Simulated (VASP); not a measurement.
```
CELL_PARAMETERS angstrom
      0.00000     3.22808     3.22808
      3.22808     0.00000     3.22808
      3.22808     3.22808     0.00000
ATOMIC_POSITIONS crystal
  Cd 0.00000 0.00000 0.00000
  Te 0.25000 0.25000 0.25000
```

All values below come from vdW-DF-cx, VASP's PBE PAW potentials (set 64) (plane waves; VASP 6.6.1). Run with 520 eV cut-off, 7×7×7 Γ-centred mesh, Gaussian smearing of 0.050 eV, potentials Cd Te.

Unless said otherwise, spin-orbit coupling is left out, though it shifts the bands of the heavy elements here.

Q: Predict the energy per atom (σ→0), pressure, band gap (on the k-mesh) with the smallest direct gap where there is one.

A: 
The band gap (on the k-mesh) comes out as 0.71 eV, the smallest direct gap (on the k-mesh) comes out as 0.71 eV and the energy per atom (σ→0) is 0.131 eV/atom. The pressure comes out as 1.30 GPa.

The compound is CdTe in the zinc blende structure. This cell is one point of a volume scan, at 0.97 of the reference volume.
